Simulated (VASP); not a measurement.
All values below come from HSE06 screened hybrid, VASP's PBE PAW potentials (set 64) (plane waves; VASP).

Input for VASP

INCAR:
```
SYSTEM = Si64
PREC = Normal
ENCUT = 400
EDIFF = 1E-5
NELM = 50
ALGO = Normal
LREAL = Auto
LASPH = .TRUE.
ISMEAR = 0
SIGMA = 0.05
GGA = PE
LWAVE = .FALSE.
LCHARG = .FALSE.
NELMIN = 4
HFSCREEN = 0.2
AEXX = 0.25
LHFCALC = .TRUE.
PRECFOCK = Fast
ISYM = 3
ISIF = 0
LVHAR = .TRUE.
```

POSCAR:
```
Si64
1
   10.9370747004     0.0000000000     0.0000000000
    0.0000000000    10.9370747004     0.0000000000
    0.0000000000     0.0000000000    10.9370747004
Si
64
Direct
  0.5000000000   0.0000000000   0.0000000000
  0.6250000000   0.1250000000   0.1250000000
  0.7500000000   0.2500000000   0.0000000000
  0.8750000000   0.3750000000   0.1250000000
  0.7500000000   0.0000000000   0.2500000000
  0.8750000000   0.1250000000   0.3750000000
  0.0000000000   0.0000000000   0.0000000000
  0.1250000000   0.1250000000   0.1250000000
  0.2500000000   0.2500000000   0.0000000000
  0.3750000000   0.3750000000   0.1250000000
  0.5000000000   0.5000000000   0.0000000000
  0.6250000000   0.6250000000   0.1250000000
  0.7500000000   0.7500000000   0.0000000000
  0.8750000000   0.8750000000   0.1250000000
  0.2500000000   0.0000000000   0.2500000000
  0.3750000000   0.1250000000   0.3750000000
  0.5000000000   0.2500000000   0.2500000000
  0.6250000000   0.3750000000   0.3750000000
  0.7500000000   0.5000000000   0.2500000000
  0.8750000000   0.6250000000   0.3750000000
  0.5000000000   0.0000000000   0.5000000000
  0.6250000000   0.1250000000   0.6250000000
  0.7500000000   0.2500000000   0.5000000000
  0.8750000000   0.3750000000   0.6250000000
  0.7500000000   0.0000000000   0.7500000000
  0.8750000000   0.1250000000   0.8750000000
  0.0000000000   0.5000000000   0.0000000000
  0.1250000000   0.6250000000   0.1250000000
  0.2500000000   0.7500000000   0.0000000000
  0.3750000000   0.8750000000   0.1250000000
  0.0000000000   0.2500000000   0.2500000000
  0.1250000000   0.3750000000   0.3750000000
  0.2500000000   0.5000000000   0.2500000000
  0.3750000000   0.6250000000   0.3750000000
  0.5000000000   0.7500000000   0.2500000000
  0.6250000000   0.8750000000   0.3750000000
  0.0000000000   0.0000000000   0.5000000000
  0.1250000000   0.1250000000   0.6250000000
  0.2500000000   0.2500000000   0.5000000000
  0.3750000000   0.3750000000   0.6250000000
  0.5000000000   0.5000000000   0.5000000000
  0.6250000000   0.6250000000   0.6250000000
  0.7500000000   0.7500000000   0.5000000000
  0.8750000000   0.8750000000   0.6250000000
  0.2500000000   0.0000000000   0.7500000000
  0.3750000000   0.1250000000   0.8750000000
  0.5000000000   0.2500000000   0.7500000000
  0.6250000000   0.3750000000   0.8750000000
  0.7500000000   0.5000000000   0.7500000000
  0.8750000000   0.6250000000   0.8750000000
  0.0000000000   0.7500000000   0.2500000000
  0.1250000000   0.8750000000   0.3750000000
  0.0000000000   0.5000000000   0.5000000000
  0.1250000000   0.6250000000   0.6250000000
  0.2500000000   0.7500000000   0.5000000000
  0.3750000000   0.8750000000   0.6250000000
  0.0000000000   0.2500000000   0.7500000000
  0.1250000000   0.3750000000   0.8750000000
  0.2500000000   0.5000000000   0.7500000000
  0.3750000000   0.6250000000   0.8750000000
  0.5000000000   0.7500000000   0.7500000000
  0.6250000000   0.8750000000   0.8750000000
  0.0000000000   0.7500000000   0.7500000000
  0.1250000000   0.8750000000   0.8750000000
```

File KPOINTS:
```
Automatic mesh
0
Gamma
1 1 1
0 0 0
```

POTCAR, in this order: Si (PBE.64 set). Program: vasp_gam. Read from the step before: WAVECAR.

Output of the run:

File OSZICAR:
```
       N       E                     dE             d eps       ncg     rms          rms(c)
DAV:   1    -0.396893613938E+03   -0.39689E+03   -0.12795E+01   322   0.807E+00    0.196E+01
DAV:   2    -0.396991919377E+03   -0.98305E-01   -0.29422E-01   364   0.118E+00    0.128E+01
DAV:   3    -0.396979326164E+03    0.12593E-01   -0.10561E-02   339   0.189E-01    0.756E+00
DAV:   4    -0.396973211760E+03    0.61144E-02   -0.15495E-03   330   0.828E-02    0.436E+00
DAV:   5    -0.396971105947E+03    0.21058E-02   -0.53209E-04   339   0.491E-02    0.249E+00
DAV:   6    -0.396970359711E+03    0.74624E-03   -0.20834E-04   338   0.305E-02    0.142E+00
DAV:   7    -0.396970128762E+03    0.23095E-03   -0.72414E-05   331   0.176E-02    0.807E-01
DAV:   8    -0.396970046852E+03    0.81910E-04   -0.28049E-05   195   0.114E-02    0.460E-01
DAV:   9    -0.396970025590E+03    0.21262E-04   -0.12550E-05   179   0.792E-03    0.258E-01
DAV:  10    -0.396970021334E+03    0.42562E-05   -0.43140E-06   178   0.465E-03
   1 F= -.39697002E+03 E0= -.39697002E+03  d E =-.908875E-11
```

File OUTCAR:
```
------------------------ aborting loop because EDIFF is reached ----------------------------------------
  volume of cell :     1308.29
      direct lattice vectors                 reciprocal lattice vectors
    10.937074700  0.000000000  0.000000000     0.091432127  0.000000000  0.000000000
     0.000000000 10.937074700  0.000000000     0.000000000  0.091432127  0.000000000
     0.000000000  0.000000000 10.937074700     0.000000000  0.000000000  0.091432127
 POSITION                                       TOTAL-FORCE (eV/Angst)
 -----------------------------------------------------------------------------------
      5.46854      0.00000      0.00000        -0.000000     -0.000000      0.000000
      6.83567      1.36713      1.36713        -0.000000      0.000000      0.000000
      8.20281      2.73427      0.00000        -0.000000     -0.000000      0.000000
      9.56994      4.10140      1.36713        -0.000000      0.000000     -0.000000
      8.20281      0.00000      2.73427        -0.000000     -0.000000      0.000000
      9.56994      1.36713      4.10140         0.000000     -0.000000     -0.000000
      0.00000      0.00000      0.00000        -0.000000     -0.000000      0.000000
      1.36713      1.36713      1.36713         0.000000     -0.000000      0.000000
      2.73427      2.73427      0.00000         0.000000      0.000000      0.000000
      4.10140      4.10140      1.36713        -0.000000     -0.000000      0.000000
      5.46854      5.46854      0.00000        -0.000000      0.000000      0.000000
      6.83567      6.83567      1.36713        -0.000000      0.000000      0.000000
      8.20281      8.20281      0.00000        -0.000000     -0.000000     -0.000000
      9.56994      9.56994      1.36713         0.000000      0.000000      0.000000
      2.73427      0.00000      2.73427        -0.000000      0.000000      0.000000
      4.10140      1.36713      4.10140         0.000000     -0.000000      0.000000
      5.46854      2.73427      2.73427         0.000000      0.000000     -0.000000
      6.83567      4.10140      4.10140         0.000000     -0.000000      0.000000
      8.20281      5.46854      2.73427        -0.000000     -0.000000     -0.000000
      9.56994      6.83567      4.10140         0.000000      0.000000     -0.000000
      5.46854      0.00000      5.46854        -0.000000     -0.000000     -0.000000
      6.83567      1.36713      6.83567         0.000000     -0.000000      0.000000
      8.20281      2.73427      5.46854         0.000000      0.000000     -0.000000
      9.56994      4.10140      6.83567        -0.000000     -0.000000     -0.000000
      8.20281      0.00000      8.20281        -0.000000      0.000000     -0.000000
      9.56994      1.36713      9.56994         0.000000     -0.000000     -0.000000
      0.00000      5.46854      0.00000        -0.000000     -0.000000      0.000000
      1.36713      6.83567      1.36713        -0.000000      0.000000     -0.000000
      2.73427      8.20281      0.00000         0.000000     -0.000000      0.000000
      4.10140      9.56994      1.36713         0.000000      0.000000     -0.000000
      0.00000      2.73427      2.73427         0.000000      0.000000     -0.000000
      1.36713      4.10140      4.10140         0.000000     -0.000000     -0.000000
      2.73427      5.46854      2.73427         0.000000      0.000000     -0.000000
      4.10140      6.83567      4.10140         0.000000      0.000000     -0.000000
      5.46854      8.20281      2.73427         0.000000      0.000000     -0.000000
      6.83567      9.56994      4.10140         0.000000      0.000000      0.000000
      0.00000      0.00000      5.46854         0.000000      0.000000     -0.000000
      1.36713      1.36713      6.83567        -0.000000     -0.000000     -0.000000
      2.73427      2.73427      5.46854         0.000000      0.000000      0.000000
      4.10140      4.10140      6.83567        -0.000000      0.000000     -0.000000
      5.46854      5.46854      5.46854         0.000000     -0.000000     -0.000000
      6.83567      6.83567      6.83567         0.000000      0.000000     -0.000000
      8.20281      8.20281      5.46854        -0.000000     -0.000000      0.000000
      9.56994      9.56994      6.83567        -0.000000      0.000000     -0.000000
      2.73427      0.00000      8.20281         0.000000      0.000000     -0.000000
      4.10140      1.36713      9.56994         0.000000     -0.000000     -0.000000
      5.46854      2.73427      8.20281         0.000000     -0.000000     -0.000000
      6.83567      4.10140      9.56994        -0.000000     -0.000000      0.000000
      8.20281      5.46854      8.20281        -0.000000     -0.000000      0.000000
      9.56994      6.83567      9.56994         0.000000      0.000000     -0.000000
      0.00000      8.20281      2.73427        -0.000000     -0.000000      0.000000
      1.36713      9.56994      4.10140         0.000000     -0.000000      0.000000
      0.00000      5.46854      5.46854        -0.000000      0.000000      0.000000
      1.36713      6.83567      6.83567         0.000000     -0.000000     -0.000000
      2.73427      8.20281      5.46854        -0.000000     -0.000000      0.000000
      4.10140      9.56994      6.83567         0.000000     -0.000000     -0.000000
      0.00000      2.73427      8.20281         0.000000     -0.000000      0.000000
      1.36713      4.10140      9.56994        -0.000000     -0.000000     -0.000000
      2.73427      5.46854      8.20281        -0.000000     -0.000000      0.000000
      4.10140      6.83567      9.56994         0.000000     -0.000000     -0.000000
      5.46854      8.20281      8.20281        -0.000000     -0.000000     -0.000000
      6.83567      9.56994      9.56994         0.000000     -0.000000     -0.000000
      0.00000      8.20281      8.20281        -0.000000     -0.000000      0.000000
      1.36713      9.56994      9.56994         0.000000      0.000000      0.000000
 -----------------------------------------------------------------------------------
    total drift:                               -0.000025      0.000002      0.000050
  FREE ENERGIE OF THE ION-ELECTRON SYSTEM (eV)
  ---------------------------------------------------
  free  energy   TOTEN  =      -396.9700213342 eV

  energy  without entropy=     -396.9700213342  energy(sigma->0) =     -396.97002133

  exchange ACFDT corr.  =         0.00000000  see jH, gK, PRB 81, 115126
```
(Selected blocks of OUTCAR.)

The supercell is sampled at Γ alone, which is coarse: total energies, pressure and levels can be off, energies of defects by several tenths of an eV.

The cell is a supercell, built from Si (diamond). The cell's shape comes from a PBE relaxation.
